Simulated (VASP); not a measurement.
# A VASP study of La2ZnIrO6 (LDA): structure first, properties next, part 6 of 7

Wanted: the relaxed cell of La2ZnIrO6 and its properties. The start is a computed cell from the Materials Project.

VASP 6.6.1, plane waves and PAW; the level of theory is named at each step.

Still holding for the runs below: This run has no spin polarisation, although Ir can carry a moment.

So far. Step 4 (Density, ELF and potential (LDA)): In this run the pressure is 0.05 GPa, small enough to go on; single stress components reach 0.06 GPa. Step 5 (Band structure (LDA)): There is no gap at this level.

## Step 6: Total and projected DOS (LDA)

Level of this step: LDA, no spin polarisation; plane waves and PAW (La, Zn, Ir, O) (VASP).

Here the states are counted by energy and projected on the atoms. The mesh is finer than in the run before.

INCAR

```
SYSTEM = La2ZnIrO6
PREC = Accurate
ENCUT = 520
EDIFF = 1E-06
NELM = 100
ISMEAR = -5
SIGMA = 0.05
LREAL = .FALSE.
ALGO = Normal
GGA = CA
NBANDS = 123
LASPH = .TRUE.
LORBIT = 11
LWAVE = .FALSE.
LCHARG = .FALSE.
KPAR = 8
NEDOS = 2001
```

POSCAR

```
La2ZnIrO6
1.0
    5.4601286630      0.0000000000     -0.0012903367
    0.0000000000      5.6853172159      0.0000000000
   -5.4490446291      0.0000000000      7.7941421253
La Zn Ir O
4 2 2 12
Direct
    0.7346167706      0.5584615570      0.2492856674
    0.2653832294      0.0584615570      0.2507143326
    0.7346167706      0.9415384430      0.7492856674
    0.2653832294      0.4415384430      0.7507143326
    0.5000000000      0.5000000000      0.5000000000
    0.5000000000      0.0000000000      0.0000000000
    0.0000000000      0.5000000000      0.0000000000
    0.0000000000      0.0000000000      0.5000000000
    0.8408482302      0.5213640216      0.7517551616
    0.1591517698      0.0213640216      0.7482448384
    0.1591517698      0.4786359784      0.2482448384
    0.8408482302      0.9786359784      0.2517551616
    0.6557133287      0.7994175567      0.4532746962
    0.3442866713      0.2994175567      0.0467253038
    0.3442866713      0.2005824433      0.5467253038
    0.6557133287      0.7005824433      0.9532746962
    0.7584099427      0.2075213022      0.9519222475
    0.2415900573      0.7075213022      0.5480777525
    0.2415900573      0.7924786978      0.0480777525
    0.7584099427      0.2924786978      0.4519222475
```

KPOINTS

```
Automatic mesh
0
Gamma
9 7 5
0 0 0
```

PAW data sets: La, Zn, Ir and O (LDA family, release 64).

Command:

```console
> mpirun -np 8 vasp_std
```

Log:

```text
[... set-up lines as in an earlier step ...]
 entering main loop
       N       E                     dE             d eps       ncg     rms          rms(c)
DAV:   1     0.229051412398E+04    0.22905E+04   -0.53331E+04 27027   0.208E+03
DAV:   2     0.653584234090E+03   -0.16369E+04   -0.13838E+04 24416   0.537E+02
DAV:   3     0.690143134854E+00   -0.65289E+03   -0.52884E+03 22910   0.257E+02
DAV:   4    -0.169508614110E+03   -0.17020E+03   -0.15451E+03 28720   0.126E+02
DAV:   5    -0.184561809918E+03   -0.15053E+02   -0.14745E+02 36051   0.467E+01    0.551E+01
DAV:   6    -0.164156976042E+03    0.20405E+02   -0.13222E+02 40912   0.547E+01    0.315E+01
DAV:   7    -0.162252932055E+03    0.19040E+01   -0.33090E+01 40760   0.348E+01    0.164E+01
DAV:   8    -0.161967514995E+03    0.28542E+00   -0.57331E+00 35352   0.208E+01    0.455E+00
DAV:   9    -0.161939060645E+03    0.28454E-01   -0.15242E+00 33768   0.146E+01    0.317E+00
DAV:  10    -0.161988160937E+03   -0.49100E-01   -0.66176E-01 38936   0.304E+00    0.108E+00
DAV:  11    -0.161989660867E+03   -0.14999E-02   -0.65883E-02 41968   0.957E-01    0.664E-01
DAV:  12    -0.161990274577E+03   -0.61371E-03   -0.79720E-03 36344   0.595E-01    0.391E-01
DAV:  13    -0.161989154979E+03    0.11196E-02   -0.30562E-03 36472   0.295E-01    0.133E-01
DAV:  14    -0.161989109074E+03    0.45905E-04   -0.17299E-03 41448   0.148E-01    0.428E-02
DAV:  15    -0.161989107409E+03    0.16649E-05   -0.15181E-04 36424   0.632E-02    0.356E-02
DAV:  16    -0.161989102643E+03    0.47657E-05   -0.32445E-05 40424   0.309E-02    0.122E-02
DAV:  17    -0.161989101782E+03    0.86107E-06   -0.11553E-05 28848   0.169E-02    0.754E-03
DAV:  18    -0.161989102665E+03   -0.88305E-06   -0.33128E-06 20528   0.132E-02
   1 F= -.16198910E+03 E0= -.16198910E+03  d E =0.000000E+00
 -----------------------------------------------------------------------------
|                                                                             |
|           W    W    AA    RRRRR   N    N  II  N    N   GGGG   !!!           |
|           W    W   A  A   R    R  NN   N  II  NN   N  G    G  !!!           |
|           W    W  A    A  R    R  N N  N  II  N N  N  G       !!!           |
|           W WW W  AAAAAA  RRRRR   N  N N  II  N  N N  G  GGG   !            |
|           WW  WW  A    A  R   R   N   NN  II  N   NN  G    G                |
|           W    W  A    A  R    R  N    N  II  N    N   GGGG   !!!           |
|                                                                             |
|     Tetrahedron method does not include variations of the Fermi             |
|     occupations, so forces and stress will be inaccurate. We suggest        |
|     using a different smearing scheme ISMEAR = 1 or 2 for metals in         |
|     relaxations.                                                            |
|                                                                             |
 -----------------------------------------------------------------------------
```

Run time: 8 min. Hardware: 8 MPI ranks of Intel Xeon 6975P-C (Granite Rapids), shared host; peak memory 14 GiB.

From OUTCAR (step 6):

```text
   k-points           NKPTS =     92   k-points in BZ     NKDIM =     92   number of bands    NBANDS=    123

   NELECT =     158.0000    total number of electrons

 E-fermi :   7.3196

 k-point     1 :       0.0000    0.0000    0.0000
  band No.  band energies     occupation
    ...
     75       6.6638      2.00000
     76       7.0033      2.00000
     77       7.0758      2.00000
     78       7.2532      2.00000
     79       7.3202      1.66232
     80       7.5001      0.00000
     81       9.5675      0.00000
     82      10.5534      0.00000
     83      10.7195      0.00000
     84      10.7796      0.00000
    ...

  Total        0.1369907      0.0375623     -0.0029809      0.0000000      0.0000000     -0.0095833
  in kB        0.9072926      0.2487761     -0.0197426      0.0000000      0.0000000     -0.0634708
  external PRESSURE =       0.3787754 kB  Pullay stress =       0.0000000 kB

 POSITION                                       TOTAL-FORCE (eV/Angst)
 -----------------------------------------------------------------------------------
      2.65273      3.17503      1.94202         0.000207      0.000126     -0.001807
      0.08287      0.33237      1.95376        -0.000207      0.000126      0.001807
     -0.07179      5.35294      5.83909         0.000207     -0.000126     -0.001807
     -2.64165      2.51029      5.85083        -0.000207     -0.000126      0.001807
      0.00554      2.84266      3.89643         0.000000      0.000000     -0.000000
      2.73006      0.00000     -0.00065         0.000000      0.000000     -0.000000
      0.00000      2.84266      0.00000         0.000000      0.000000     -0.000000
     -2.72452      0.00000      3.89707         0.000000      0.000000     -0.000000
      0.49479      2.96412      5.85820         0.007369     -0.012373     -0.001664
     -3.20823      0.12146      5.83172        -0.007369     -0.012373      0.001664
     -0.48371      2.72120      1.93465        -0.007369      0.012373      0.001664
      3.21931      5.56386      1.96113         0.007369      0.012373     -0.001664
      1.11037      4.54494      3.53204        -0.000629      0.001620      0.010566
      1.62524      1.70228      0.36374         0.000629      0.001620     -0.010566
     -1.09928      1.14037      4.26081         0.000629     -0.001620     -0.010566
     -1.61416      3.98303      7.42911        -0.000629     -0.001620      0.010566
     -1.04605      1.17982      7.41844         0.000654      0.013783      0.015135
     -1.66739      4.02248      4.27148        -0.000654      0.013783     -0.015135
      1.05713      4.50549      0.37441        -0.000654     -0.013783     -0.015135
      1.67847      1.66283      3.52137         0.000654     -0.013783      0.015135
 -----------------------------------------------------------------------------------
    total drift:                                0.000000      0.000000     -0.000000

  FREE ENERGIE OF THE ION-ELECTRON SYSTEM (eV)
  ---------------------------------------------------
  free  energy   TOTEN  =      -161.9891026651 eV

  energy  without entropy=     -161.9891026651  energy(sigma->0) =     -161.98910267

[... 7 parts as in an earlier step ...]

[... 9 further parts left out ...]
```

The DOS at the Fermi level is high for the number of transition-metal atoms. It is one value on this mesh and may be a narrow spike; if it stands, a magnetic instability is possible, which a run without spin can't show. With tetrahedra the forces and stress of a metal are not exact derivatives of the energy.

Numbers from this step:

```
irreducible k-points                                 : 92
free energy (TOTEN)                                  : -161.9891 eV
Fermi energy                                         : 7.320 eV
pressure                                             : 0.03788 GPa
DOS at the Fermi level, one point of the energy grid : 18.50 states/eV/cell
```

The density of states has structure finer than the step of the table below, so its rows give means over 0.5 eV, whole bins alone (the curve runs from -12.0 to 3.53 eV). Peaks (eV: height): total -6.00: 48.4, -5.17: 23.7, -2.77: 23.2, -0.20: 24.9; O p -2.77: 13.9, -2.43: 13.2, -2.27: 13.9, -1.77: 10.4; Ir d -5.17: 5.98, -0.36: 9.51, -0.20: 13.2, 3.12: 4.94; Zn d -6.00: 35.0; La d -5.17: 0.633, -2.93: 0.802, -0.12: 0.529, 3.12: 0.485.

States under -12.0 eV and over 3.5 eV are left out. Density of states against energy, zero at the Fermi level; means over each step; values in states/eV/cell:

| energy (eV) | total | O p | Ir d | Zn d | La d | La f |
| --- | --- | --- | --- | --- | --- | --- |
| -8.5 | 0 | 0 | 0 | 0 | 0 | 0 |
| -8.0 | 0.295 | 0.114 | 0.0518 | 0.0128 | 0.00333 | 0.00126 |
| -7.5 | 7.19 | 2.71 | 1.16 | 0.699 | 0.0835 | 0.0272 |
| -7.0 | 12.3 | 3.82 | 1.71 | 4.16 | 0.0967 | 0.0275 |
| -6.5 | 12.6 | 3.40 | 1.46 | 4.81 | 0.159 | 0.0287 |
| -6.0 | 26.1 | 4.50 | 1.41 | 15.5 | 0.299 | 0.0498 |
| -5.5 | 15.4 | 5.00 | 2.80 | 3.05 | 0.405 | 0.0699 |
| -5.0 | 18.3 | 6.09 | 4.19 | 2.59 | 0.438 | 0.0999 |
| -4.5 | 4.68 | 1.89 | 0.553 | 0.665 | 0.136 | 0.0287 |
| -4.0 | 12.9 | 5.59 | 0.754 | 2.12 | 0.625 | 0.123 |
| -3.5 | 16.5 | 8.40 | 0.526 | 1.62 | 0.631 | 0.257 |
| -3.0 | 19.4 | 11.2 | 0.430 | 1.06 | 0.726 | 0.385 |
| -2.5 | 19.3 | 11.8 | 0.438 | 0.963 | 0.460 | 0.352 |
| -2.0 | 16.8 | 10.4 | 0.360 | 1.61 | 0.256 | 0.218 |
| -1.5 | 2.19 | 1.33 | 0.0226 | 0.326 | 0.0234 | 0.0204 |
| -1.0 | 0 | 0 | 0 | 0 | 0 | 0 |
| -0.5 | 8.82 | 2.28 | 4.69 | 0.116 | 0.190 | 0.151 |
| 0.0 | 15.1 | 4.52 | 7.79 | 0.174 | 0.315 | 0.236 |
| 0.5 | 0.0652 | 0.0229 | 0.0319 | 7.0e-4 | 7.5e-4 | 0.00114 |
| 1.0 | 0 | 0 | 0 | 0 | 0 | 0 |
| 1.5 | 0 | 0 | 0 | 0 | 0 | 0 |
| 2.0 | 0.0357 | 0.00583 | 0.0168 | 1.0e-4 | 8.2e-4 | 0.00122 |
| 2.5 | 4.81 | 0.794 | 2.18 | 0.0202 | 0.154 | 0.319 |
| 3.0 | 8.35 | 1.38 | 3.29 | 0.0710 | 0.344 | 1.57 |

The finer mesh and the other smearing move the Fermi level by +0.00 eV from the 6×5×4 run, a small shift, which tests the Fermi level alone. Of the states within 0.3 eV of the Fermi level, the largest shares in the PAW spheres are Ir d 52 % and O p 30 %. The rest lies in smaller channels or between the spheres.

## Step 7: Optical spectrum (LDA)

LOPTICS sums transitions from filled to empty bands. NBANDS is raised for it.

INCAR

```
SYSTEM = La2ZnIrO6
PREC = Accurate
ENCUT = 520
EDIFF = 1E-06
NELM = 100
ISMEAR = 0
SIGMA = 0.05
LREAL = .FALSE.
ALGO = Normal
GGA = CA
NBANDS = 239
LASPH = .TRUE.
LORBIT = 11
LWAVE = .FALSE.
LCHARG = .FALSE.
KPAR = 8
LOPTICS = .TRUE.
NEDOS = 1500
CSHIFT = 0.1
```

POSCAR is that of step 6.

KPOINTS is that of step 6.

Command:

```console
> mpirun -np 8 vasp_std
```

Log:

```text
[... set-up lines as in an earlier step ...]
 entering main loop
       N       E                     dE             d eps       ncg     rms          rms(c)
DAV:   1     0.187220576717E+04    0.18722E+04   -0.42096E+04 65847   0.107E+03
DAV:   2     0.300950716073E+03   -0.15713E+04   -0.11526E+04 45656   0.255E+02
DAV:   3    -0.141231246293E+03   -0.44218E+03   -0.37897E+03 46016   0.125E+02
DAV:   4    -0.183624606124E+03   -0.42393E+02   -0.40547E+02 51140   0.412E+01
DAV:   5    -0.185592360726E+03   -0.19678E+01   -0.19124E+01 74808   0.731E+00    0.546E+01
DAV:   6    -0.165940329032E+03    0.19652E+02   -0.22360E+01 68592   0.280E+01    0.382E+01
DAV:   7    -0.162457190714E+03    0.34831E+01   -0.90347E+00 62304   0.151E+01    0.158E+01
DAV:   8    -0.162034601520E+03    0.42259E+00   -0.21342E+00 63072   0.636E+00    0.436E+00
DAV:   9    -0.161988003205E+03    0.46598E-01   -0.41456E-01 56072   0.525E+00    0.199E+00
DAV:  10    -0.161999233308E+03   -0.11230E-01   -0.19137E-01 52864   0.118E+00    0.408E-01
DAV:  11    -0.162000511166E+03   -0.12779E-02   -0.22384E-02 63456   0.334E-01    0.276E-01
DAV:  12    -0.162000237019E+03    0.27415E-03   -0.18158E-03 60136   0.316E-01    0.610E-02
DAV:  13    -0.162000342352E+03   -0.10533E-03   -0.14004E-03 65600   0.105E-01    0.301E-02
DAV:  14    -0.162000345070E+03   -0.27179E-05   -0.79445E-05 58936   0.177E-02    0.160E-02
DAV:  15    -0.162000344817E+03    0.25237E-06   -0.71889E-06 61736   0.695E-03
   1 F= -.16200034E+03 E0= -.16198958E+03  d E =-.215275E-01
 optical routines
 imaginary and real dielectric function
 recalculating local potential from charge density
 direction            1
 direction            2
 direction            3
```

The job ended after 13 min (8 MPI ranks; peak memory 52 GiB; 1.8 h of CPU time).

From OUTCAR (step 7):

```text
   k-points           NKPTS =     92   k-points in BZ     NKDIM =     92   number of bands    NBANDS=    239

   NELECT =     158.0000    total number of electrons

 E-fermi :   7.3199

 k-point     1 :       0.0000    0.0000    0.0000
  band No.  band energies     occupation
    ...
     75       6.6657      2.00000
     76       7.0061      2.00000
     77       7.0742      2.00000
     78       7.2554      1.93206
     79       7.3162      1.08454
     80       7.4993      0.00000
     81       9.5674      0.00000
     82      10.5533      0.00000
     83      10.7198      0.00000
     84      10.7796      0.00000
    ...

  Total        0.0965372      0.0459227      0.0997509      0.0000000      0.0000000      0.0122623
  in kB        0.6393687      0.3041472      0.6606530      0.0000000      0.0000000      0.0812138
  external PRESSURE =       0.5347230 kB  Pullay stress =       0.0000000 kB

 POSITION                                       TOTAL-FORCE (eV/Angst)
 -----------------------------------------------------------------------------------
      2.65273      3.17503      1.94202         0.005660     -0.001374     -0.001798
      0.08287      0.33237      1.95376        -0.005660     -0.001374      0.001798
     -0.07179      5.35294      5.83909         0.005660      0.001374     -0.001798
     -2.64165      2.51029      5.85083        -0.005660      0.001374      0.001798
      0.00554      2.84266      3.89643         0.000000      0.000000      0.000000
      2.73006      0.00000     -0.00065         0.000000      0.000000      0.000000
      0.00000      2.84266      0.00000         0.000000      0.000000      0.000000
     -2.72452      0.00000      3.89707         0.000000      0.000000      0.000000
      0.49479      2.96412      5.85820         0.004269     -0.007297     -0.003034
     -3.20823      0.12146      5.83172        -0.004269     -0.007297      0.003034
     -0.48371      2.72120      1.93465        -0.004269      0.007297      0.003034
      3.21931      5.56386      1.96113         0.004269      0.007297     -0.003034
      1.11037      4.54494      3.53204         0.005196      0.007286      0.004616
      1.62524      1.70228      0.36374        -0.005196      0.007286     -0.004616
     -1.09928      1.14037      4.26081        -0.005196     -0.007286     -0.004616
     -1.61416      3.98303      7.42911         0.005196     -0.007286      0.004616
     -1.04605      1.17982      7.41844         0.001648      0.005883      0.007310
     -1.66739      4.02248      4.27148        -0.001648      0.005883     -0.007310
      1.05713      4.50549      0.37441        -0.001648     -0.005883     -0.007310
      1.67847      1.66283      3.52137         0.001648     -0.005883      0.007310
 -----------------------------------------------------------------------------------
    total drift:                                0.000000      0.000000     -0.000000

  FREE ENERGIE OF THE ION-ELECTRON SYSTEM (eV)
  ---------------------------------------------------
  free  energy   TOTEN  =      -162.0003448174 eV

  energy  without entropy=     -161.9788173493  energy(sigma->0) =     -161.98958108

 plasma frequency squared (from intraband transitions) (eV^2)
  --------------------------------------------------------------------------------------
       1.522       0.000      -0.151
       0.000       2.312       0.000
      -0.151       0.000       1.327

[... 8 parts as in an earlier step ...]

[... 8 further parts left out ...]
```

These are independent-particle spectra without excitons or local fields. Fine structure and low peaks depend on the mesh and on CSHIFT. The intraband (Drude) part is not in this spectrum.

Numbers from this step:

```
SCF cycles              : 15
bands                   : 239
free energy (TOTEN)     : -162.0003 eV
energy at zero smearing : -161.9896 eV
pressure                : 0.05347 GPa
```

The imaginary dielectric function has structure finer than the step of the table below, so its rows give means over 1 eV, whole bins alone (the curve runs from 0 to 25.0 eV). Peaks (eV: height): xx 0.2: 25.9, 6.0: 6.18; yy 0.1: 53.6; zz 0.2: 31.7, 6.0: 6.23.

The imaginary dielectric function by photon energy; means over each step:

| photon energy (eV) | xx | yy | zz |
| --- | --- | --- | --- |
| 1 | 1.00 | 1.62 | 0.957 |
| 2 | 1.13 | 0.909 | 1.23 |
| 3 | 2.07 | 2.12 | 2.08 |
| 4 | 2.51 | 2.97 | 2.89 |
| 5 | 5.42 | 5.20 | 5.28 |
| 6 | 5.91 | 6.31 | 5.71 |
| 7 | 5.61 | 5.38 | 5.13 |
| 8 | 5.64 | 5.49 | 5.43 |
| 9 | 5.33 | 5.06 | 5.26 |
| 10 | 4.32 | 4.63 | 4.91 |
| 11 | 3.31 | 3.30 | 3.21 |
| 12 | 2.26 | 2.27 | 2.25 |
| 13 | 2.23 | 2.07 | 2.13 |
| 14 | 2.19 | 1.98 | 2.01 |
| 15 | 1.79 | 1.79 | 1.82 |
| 16 | 1.58 | 1.72 | 1.76 |
| 17 | 1.87 | 1.75 | 1.76 |
| 18 | 2.28 | 2.15 | 1.86 |
| 19 | 2.41 | 2.50 | 2.22 |
| 20 | 2.62 | 2.80 | 3.37 |
| 21 | 2.64 | 2.67 | 2.91 |
| 22 | 2.25 | 2.14 | 2.25 |
| 23 | 1.32 | 1.27 | 1.18 |
| 24 | 1.09 | 1.01 | 0.979 |

The real dielectric function by photon energy:

| photon energy (eV) | xx | yy | zz |
| --- | --- | --- | --- |
| 0 | 46.4 | 88.1 | 54.1 |
| 1 | 5.09 | 3.79 | 4.99 |
| 2 | 7.03 | 6.53 | 6.91 |
| 3 | 6.43 | 6.76 | 6.71 |
| 4 | 7.69 | 7.51 | 7.37 |
| 5 | 6.11 | 6.60 | 5.97 |
| 6 | 4.61 | 4.52 | 4.40 |
| 7 | 3.31 | 2.99 | 3.61 |
| 8 | 2.26 | 2.28 | 2.43 |
| 9 | 1.21 | 0.997 | 1.88 |
| 10 | 0.0662 | 0.349 | -0.0895 |
| 11 | -0.389 | -0.348 | -0.344 |
| 12 | 0.184 | 0.134 | 0.234 |
| 13 | 0.622 | 0.433 | 0.375 |
| 14 | 0.634 | 0.508 | 0.611 |
| 15 | 0.559 | 0.763 | 0.718 |
| 16 | 0.892 | 0.872 | 0.833 |
| 17 | 1.36 | 1.25 | 1.06 |
| 18 | 1.18 | 1.26 | 1.06 |
| 19 | 0.693 | 0.720 | 1.54 |
| 20 | 0.568 | 0.923 | 1.05 |
| 21 | 0.00420 | -0.127 | -0.211 |
| 22 | -0.509 | -0.823 | -1.05 |
| 23 | -0.804 | -0.837 | -0.842 |
| 24 | -0.371 | -0.299 | -0.359 |

(Continued in part 7 of 7.)

[Lines on the potential files, build, host, timing and source positions are cut from VASP's logs without a mark.]

[Logs are printed without paths, hosts, clocks, repeated set-up lines and the standing remarks that a program may print on its own settings, such as how far it seeks lower states.]

[Hosts, paths, dates, database ids (printed as entryN), source tags and the programs' standing remarks are cut or masked in the printed files.]

[A measured line is paired with the nearest computed mode of its activity, which favours agreement.]

[In band tables of VASP the shares of atoms and orbitals are scaled to a sum of 1 inside the atoms' spheres.]
